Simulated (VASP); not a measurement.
# Germanium: GW quasiparticle gap, part 2 of 4

How does the gap of Germanium change from the starting functional to GW? The cell has space group Fd-3m. The start is a cell from a database of measured crystal structures.

VASP 6.6.1, plane waves and PAW; the level of theory is named at each step.

So far, quasiparticle gap on the mesh (eV): step 3 (G0W0, ENCUTGW 80, bands in the sums 80) 0.862. Also gap on the k-mesh (eV): step 2 (empty bands) 0.433.

### 4. Empty bands

This step: r2SCAN; plane waves and PAW (Ge_d_GW) (VASP 6.6.1).

The empty bands are made again, for the run that follows.

The input, INCAR:

```
SYSTEM = Ge
PREC = Accurate
ENCUT = 400
ISMEAR = 0
SIGMA = 0.01
LREAL = .FALSE.
METAGGA = R2SCAN
LASPH = .TRUE.
NBANDS = 104
ALGO = Exact
NELM = 1
LWAVE = .TRUE.
LCHARG = .FALSE.
LOPTICS = .TRUE.
NEDOS = 1000
CSHIFT = 0.1
```

The input, POSCAR:

```
Ge
1.0
    0.0000000000      2.8289100000      2.8289100000
    2.8289100000      0.0000000000      2.8289100000
    2.8289100000      2.8289100000      0.0000000000
Ge
2
Direct
    0.7500000000      0.7500000000      0.7500000000
    0.5000000000      0.5000000000      0.5000000000
```

The input, KPOINTS:

```
Automatic mesh
0
Gamma
4 4 4
0 0 0
```

The projector-augmented-wave data sets are Ge_d_GW (PBE family, release 64).

The run is started by

```console
> mpirun -np 8 vasp_std
```

Output:

```text
[banner, memory and clock lines left out]
running    8 mpi-ranks, on    1 nodes
[...]
[... a notice as in an earlier step ...]

 [... a notice as in an earlier step ...]

 LDA part: xc-table for (None), standard interpolation
 found WAVECAR, reading the header
  number of bands has changed, file:    20 present:   104
  trying to continue reading WAVECAR, but it might fail
 POSCAR, INCAR and KPOINTS ok, starting setup
[...]
reading WAVECAR
 random initialization beyond band           20
 the WAVECAR file was read successfully
 initial charge from wavefunction
 entering main loop
       N       E                     dE             d eps       ncg     rms          rms(c)
DIA:   1    -0.275048919212E+02   -0.27505E+02    0.00000E+00     0   0.000E+00
   1 F= -.27504892E+02 E0= -.27504892E+02  d E =-.449924E-54
 writing wavefunctions
 optical routines
 imaginary and real dielectric function
 direction            1
 direction            2
 direction            3
```

It took 12 s on 8 MPI ranks of Intel Xeon Platinum 8375C at 2.90GHz (Ice Lake), shared host; peak memory 1.1 GiB.

From OUTCAR (step 4):

```text
  Total        0.0899969      0.0899969      0.0899969     -0.0000000     -0.0000000     -0.0000000
  in kB        3.1845701      3.1845701      3.1845701     -0.0000000     -0.0000000     -0.0000000
  external PRESSURE =       3.1845701 kB  Pullay stress =       0.0000000 kB

 POSITION                                       TOTAL-FORCE (eV/Angst)
 -----------------------------------------------------------------------------------
      4.24336      4.24336      4.24336        -0.000000      0.000000      0.000000
      2.82891      2.82891      2.82891         0.000000     -0.000000     -0.000000
 -----------------------------------------------------------------------------------
    total drift:                                0.000000      0.000000      0.000000

  FREE ENERGIE OF THE ION-ELECTRON SYSTEM (eV)
  ---------------------------------------------------
  free  energy   TOTEN  =       -27.5048919212 eV

  energy  without entropy=      -27.5048919212  energy(sigma->0) =      -27.50489192

[... 1 part as in an earlier step ...]

[... 2 further parts left out ...]
[key lines of the parts left out:]
E-fermi :   2.8878
```

WAVECAR now holds 104 bands for 28 electrons.

### 5. G0W0, ENCUTGW 100, bands in the sums 104

This step: G0W0 on r2SCAN; plane waves and PAW (Ge_d_GW) (VASP 6.6.1).

ENCUTGW rises to 100 eV and the bands with it, to about the number of plane waves under that cutoff.

The input, INCAR:

```
SYSTEM = Ge
PREC = Accurate
ENCUT = 400
ISMEAR = 0
SIGMA = 0.01
LREAL = .FALSE.
METAGGA = R2SCAN
LASPH = .TRUE.
NBANDS = 104
ALGO = EVGW0
NELMGW = 1
ENCUTGW = 100
NOMEGA = 64
PRECFOCK = Fast
NBANDSGW = 24
LWAVE = .FALSE.
LCHARG = .FALSE.
```

POSCAR is that of step 4.

KPOINTS is that of step 4.

The run is started by

```console
> mpirun -np 8 vasp_std
```

Output:

```text
[banner, memory and clock lines left out]
running    8 mpi-ranks, on    1 nodes
[...]
[... a notice as in an earlier step ...]

 [... a notice as in an earlier step ...]

|                                                                             |
|           W    W    AA    RRRRR   N    N  II  N    N   GGGG   !!!           |
|           W    W   A  A   R    R  NN   N  II  NN   N  G    G  !!!           |
|           W    W  A    A  R    R  N N  N  II  N N  N  G       !!!           |
|           W WW W  AAAAAA  RRRRR   N  N N  II  N  N N  G  GGG   !            |
|           WW  WW  A    A  R   R   N   NN  II  N   NN  G    G                |
|           W    W  A    A  R    R  N    N  II  N    N   GGGG   !!!           |
|                                                                             |
|     The default for ENCUTGWSOFT is different in this version of VASP.       |
|     please manually set ENCUTGWSOFT =100 in the INCAR file.                 |
[...]
total number of BLAS operations         78.15 Gflops
NQ=   4    0.2500    0.2500    0.0000,
|.........|.........|.........|.........|.........|.........|.........|.........
 performed       1182000 updates of chi_q(r,r)
 total number of BLAS operations        105.98 Gflops
NQ=   5    0.5000    0.2500    0.0000,
|.........|.........|.........|.........|.........|.........|.........|.........
 performed       1632000 updates of chi_q(r,r)
 total number of BLAS operations        144.99 Gflops
NQ=   6   -0.2500    0.2500    0.0000,
|.........|.........|.........|.........|.........|.........|.........|.........
 performed       2042000 updates of chi_q(r,r)
 total number of BLAS operations        175.92 Gflops
NQ=   7    0.5000    0.5000    0.0000,
|.........|.........|.........|.........|.........|.........|.........|.........
 performed       2313000 updates of chi_q(r,r)
 total number of BLAS operations        201.21 Gflops
NQ=   8   -0.2500    0.5000    0.2500,
|.........|.........|.........|.........|.........|.........|.........|.........
 performed       2644000 updates of chi_q(r,r)
 total number of BLAS operations        232.10 Gflops
 resolving degeneracies of screened two electron integrals

 calculate QP shifts <psi_nk| G(iteration)W_0 |psi_nk>: iteration 1
 entering main loop
[key lines of the parts left out:]
E-fermi :   2.9964
```

The job ended after 37 s (8 MPI ranks; peak memory 1.2 GiB).

From OUTCAR (step 5):

```text
 QP shifts <psi_nk| G(iteration)W_0 |psi_nk>: iteration 1
 for sc-GW calculations column KS-energies equals QP-energies in previous step
 and V_xc(KS)=  KS-energies - (<T + V_ion + V_H > + <T+V_H+V_ion>^1  + <V_x>^1)
 k-point   1 :       0.0000    0.0000    0.0000
  band No.  KS-energies  QP-energies   sigma(KS)   V_xc(KS)     V^pw_x(r,r')   Z            occupation Imag(sigma)
    ...
     11     -10.5346     -10.4492     -11.7375     -11.8631     -17.8911       0.6801       2.0000       0.9423
     12       2.7797       2.6091     -12.3876     -12.1702     -13.4010       0.7851       2.0000       0.0685
     13       2.7797       2.6091     -12.3876     -12.1702     -13.4010       0.7851       2.0000       0.0685
     14       2.7797       2.6091     -12.3876     -12.1702     -13.4010       0.7851       2.0000       0.0685
     15       3.2130       3.7848     -11.7580     -12.4944      -7.9690       0.7764       0.0000      -0.0588
     16       5.4852       5.6783     -10.3711     -10.6211      -6.3150       0.7726       0.0000      -0.0924
     17       5.4852       5.6783     -10.3711     -10.6211      -6.3150       0.7726       0.0000      -0.0924
     18       5.4852       5.6783     -10.3711     -10.6211      -6.3150       0.7726       0.0000      -0.0924
    ...

[... 1 part as in an earlier step ...]

[... 2 further parts left out ...]
[key lines of the parts left out:]
E-fermi :   2.9964
```

The gap is now 0.885 eV, +23 meV against the GW run before. The band edges change places after GW: the least gap now runs from band 12 at Γ to band 15 at (0.5, 0, 0), while the states that bound the starting gap (band 12 at Γ, band 15 at Γ) lie 1.176 eV apart. Spin-orbit coupling is left out. VASP warns that the automatic setting of its frequency mesh failed and advises more k points, so the value is in doubt.

### 6. Empty bands

This step: r2SCAN; plane waves and PAW (Ge_d_GW) (VASP 6.6.1).

The empty bands are made again, for the run that follows.

The input, INCAR:

```
SYSTEM = Ge
PREC = Accurate
ENCUT = 400
ISMEAR = 0
SIGMA = 0.01
LREAL = .FALSE.
METAGGA = R2SCAN
LASPH = .TRUE.
NBANDS = 136
ALGO = Exact
NELM = 1
LWAVE = .TRUE.
LCHARG = .FALSE.
LOPTICS = .TRUE.
NEDOS = 1000
CSHIFT = 0.1
```

POSCAR is that of step 5.

KPOINTS is that of step 5.

The run is started by

```console
> mpirun -np 8 vasp_std
```

Output:

```text
[banner, memory and clock lines left out]
running    8 mpi-ranks, on    1 nodes
[...]
[... a notice as in an earlier step ...]

 [... a notice as in an earlier step ...]

 LDA part: xc-table for (None), standard interpolation
 found WAVECAR, reading the header
  number of bands has changed, file:    20 present:   136
  trying to continue reading WAVECAR, but it might fail
 POSCAR, INCAR and KPOINTS ok, starting setup
[...]
reading WAVECAR
 random initialization beyond band           20
 the WAVECAR file was read successfully
 initial charge from wavefunction
 entering main loop
       N       E                     dE             d eps       ncg     rms          rms(c)
[... 1 cycle as in an earlier step ...]
   1 F= -.27504892E+02 E0= -.27504892E+02  d E =-.903710E-76
 writing wavefunctions
 optical routines
 imaginary and real dielectric function
 direction            1
 direction            2
 direction            3
```

Elapsed: 11 s, on 8 MPI ranks; peak memory 1.1 GiB.

Parts of OUTCAR (step 6):

```text
  Total        0.0899969      0.0899969      0.0899969      0.0000000      0.0000000      0.0000000
  in kB        3.1845701      3.1845701      3.1845701      0.0000000      0.0000000      0.0000000
  external PRESSURE =       3.1845701 kB  Pullay stress =       0.0000000 kB

 POSITION                                       TOTAL-FORCE (eV/Angst)
 -----------------------------------------------------------------------------------
      4.24336      4.24336      4.24336        -0.000000     -0.000000     -0.000000
      2.82891      2.82891      2.82891         0.000000      0.000000      0.000000
 -----------------------------------------------------------------------------------
    total drift:                                0.000000      0.000000      0.000000

[... 3 parts as in an earlier step ...]

[... 2 further parts left out ...]
[key lines of the parts left out:]
E-fermi :   2.9089
```

WAVECAR now holds 136 bands for 28 electrons.

### 7. G0W0, ENCUTGW 120, bands in the sums 136

This step: G0W0 on r2SCAN; plane waves and PAW (Ge_d_GW) (VASP 6.6.1).

ENCUTGW rises to 120 eV and the bands with it, to about the number of plane waves under that cutoff.

The input, INCAR:

```
SYSTEM = Ge
PREC = Accurate
ENCUT = 400
ISMEAR = 0
SIGMA = 0.01
LREAL = .FALSE.
METAGGA = R2SCAN
LASPH = .TRUE.
NBANDS = 136
ALGO = EVGW0
NELMGW = 1
ENCUTGW = 120
NOMEGA = 64
PRECFOCK = Fast
NBANDSGW = 24
LWAVE = .FALSE.
LCHARG = .FALSE.
```

POSCAR is that of step 6.

KPOINTS is that of step 6.

The run is started by

```console
> mpirun -np 8 vasp_std
```

Output:

```text
[banner, memory and clock lines left out]
running    8 mpi-ranks, on    1 nodes
[...]
[... a notice as in an earlier step ...]

 [... a notice as in an earlier step ...]

|                                                                             |
|           W    W    AA    RRRRR   N    N  II  N    N   GGGG   !!!           |
|           W    W   A  A   R    R  NN   N  II  NN   N  G    G  !!!           |
|           W    W  A    A  R    R  N N  N  II  N N  N  G       !!!           |
|           W WW W  AAAAAA  RRRRR   N  N N  II  N  N N  G  GGG   !            |
|           WW  WW  A    A  R   R   N   NN  II  N   NN  G    G                |
|           W    W  A    A  R    R  N    N  II  N    N   GGGG   !!!           |
|                                                                             |
|     The default for ENCUTGWSOFT is different in this version of VASP.       |
|     please manually set ENCUTGWSOFT =120 in the INCAR file.                 |
[...]
total number of BLAS operations        170.94 Gflops
NQ=   4    0.2500    0.2500    0.0000,
|.........|.........|.........|.........|.........|.........|.........|.........
 performed       1577000 updates of chi_q(r,r)
 total number of BLAS operations        235.13 Gflops
NQ=   5    0.5000    0.2500    0.0000,
|.........|.........|.........|.........|.........|.........|.........|.........
 performed       2174000 updates of chi_q(r,r)
 total number of BLAS operations        318.38 Gflops
NQ=   6   -0.2500    0.2500    0.0000,
|.........|.........|.........|.........|.........|.........|.........|.........
 performed       2719000 updates of chi_q(r,r)
 total number of BLAS operations        401.42 Gflops
NQ=   7    0.5000    0.5000    0.0000,
|.........|.........|.........|.........|.........|.........|.........|.........
 performed       3081000 updates of chi_q(r,r)
 total number of BLAS operations        447.42 Gflops
NQ=   8   -0.2500    0.5000    0.2500,
|.........|.........|.........|.........|.........|.........|.........|.........
 performed       3521000 updates of chi_q(r,r)
 total number of BLAS operations        520.51 Gflops
 resolving degeneracies of screened two electron integrals

 calculate QP shifts <psi_nk| G(iteration)W_0 |psi_nk>: iteration 1
 entering main loop
[key lines of the parts left out:]
E-fermi :   2.9964
```

Elapsed: 45 s, on 8 MPI ranks; peak memory 1.3 GiB.

OUTCAR, selected parts (step 7):

```text
 QP shifts <psi_nk| G(iteration)W_0 |psi_nk>: iteration 1
 for sc-GW calculations column KS-energies equals QP-energies in previous step
 and V_xc(KS)=  KS-energies - (<T + V_ion + V_H > + <T+V_H+V_ion>^1  + <V_x>^1)
 k-point   1 :       0.0000    0.0000    0.0000
  band No.  KS-energies  QP-energies   sigma(KS)   V_xc(KS)     V^pw_x(r,r')   Z            occupation Imag(sigma)
    ...
     11     -10.5346     -10.4966     -11.8072     -11.8631     -17.8911       0.6800       2.0000       0.9433
     12       2.7797       2.5284     -12.4905     -12.1702     -13.4010       0.7845       2.0000       0.0812
     13       2.7797       2.5284     -12.4905     -12.1702     -13.4010       0.7845       2.0000       0.0812
     14       2.7797       2.5284     -12.4905     -12.1702     -13.4010       0.7845       2.0000       0.0812
     15       3.2130       3.6963     -11.8713     -12.4944      -7.9690       0.7756       0.0000      -0.0419
     16       5.4852       5.6214     -10.4447     -10.6211      -6.3150       0.7719       0.0000      -0.0824
     17       5.4852       5.6214     -10.4447     -10.6211      -6.3150       0.7719       0.0000      -0.0824
     18       5.4852       5.6214     -10.4447     -10.6211      -6.3150       0.7719       0.0000      -0.0824
    ...

[... 1 part as in an earlier step ...]

[... 2 further parts left out ...]
[key lines of the parts left out:]
E-fermi :   2.9964
```

The gap is now 0.903 eV, +18 meV against the GW run before. The band edges change places after GW: the least gap now runs from band 12 at Γ to band 15 at (0.5, 0, 0), while the states that bound the starting gap (band 12 at Γ, band 15 at Γ) lie 1.168 eV apart. Spin-orbit coupling is left out. VASP warns that the automatic setting of its frequency mesh failed and advises more k points, so the value is in doubt.

### 8. Empty bands

This step: r2SCAN; plane waves and PAW (Ge_d_GW) (VASP 6.6.1).

The empty bands are made again, for the run that follows.

The input, INCAR:

```
SYSTEM = Ge
PREC = Accurate
ENCUT = 400
ISMEAR = 0
SIGMA = 0.01
LREAL = .FALSE.
METAGGA = R2SCAN
LASPH = .TRUE.
NBANDS = 184
ALGO = Exact
NELM = 1
LWAVE = .TRUE.
LCHARG = .FALSE.
LOPTICS = .TRUE.
NEDOS = 1000
CSHIFT = 0.1
```

POSCAR is that of step 7.

KPOINTS is that of step 7.

The run is started by

```console
> mpirun -np 8 vasp_std
```

Output:

```text
[banner, memory and clock lines left out]
running    8 mpi-ranks, on    1 nodes
[...]
[... a notice as in an earlier step ...]

 [... a notice as in an earlier step ...]

 LDA part: xc-table for (None), standard interpolation
 found WAVECAR, reading the header
  number of bands has changed, file:    20 present:   184
  trying to continue reading WAVECAR, but it might fail
 POSCAR, INCAR and KPOINTS ok, starting setup
[...]
reading WAVECAR
 random initialization beyond band           20
 the WAVECAR file was read successfully
 initial charge from wavefunction
 entering main loop
       N       E                     dE             d eps       ncg     rms          rms(c)
DIA:   1    -0.275048919211E+02   -0.27505E+02    0.00000E+00     0   0.000E+00
   1 F= -.27504892E+02 E0= -.27504892E+02  d E =-.822187-123
 writing wavefunctions
 optical routines
 imaginary and real dielectric function
 direction            1
 direction            2
 direction            3
```

The job ended after 14 s (8 MPI ranks; peak memory 1.1 GiB; 1.7 min of CPU time).

Parts of OUTCAR (step 8):

```text
  Total        0.0899969      0.0899969      0.0899969     -0.0000000     -0.0000000     -0.0000000
  in kB        3.1845705      3.1845705      3.1845705     -0.0000000     -0.0000000     -0.0000000
  external PRESSURE =       3.1845705 kB  Pullay stress =       0.0000000 kB

  FREE ENERGIE OF THE ION-ELECTRON SYSTEM (eV)
  ---------------------------------------------------
  free  energy   TOTEN  =       -27.5048919211 eV

  energy  without entropy=      -27.5048919211  energy(sigma->0) =      -27.50489192

[... 2 parts as in an earlier step ...]

[... 2 further parts left out ...]
[key lines of the parts left out:]
E-fermi :   2.9456
```

WAVECAR now holds 184 bands for 28 electrons.

[end of part 2 of 4]

[Lines on the potential files, build, host, timing and source positions are cut from VASP's logs without a mark.]

[Logs are printed without paths, hosts, clocks, repeated set-up lines and the standing remarks that a program may print on its own settings, such as how far it seeks lower states.]

[Hosts, paths, dates, database ids (printed as entryN), source tags and the programs' standing remarks are cut or masked in the printed files.]

[Pressures printed for these runs are not shown converged in the cutoff: they can be off by several GPa and have the wrong sign.]
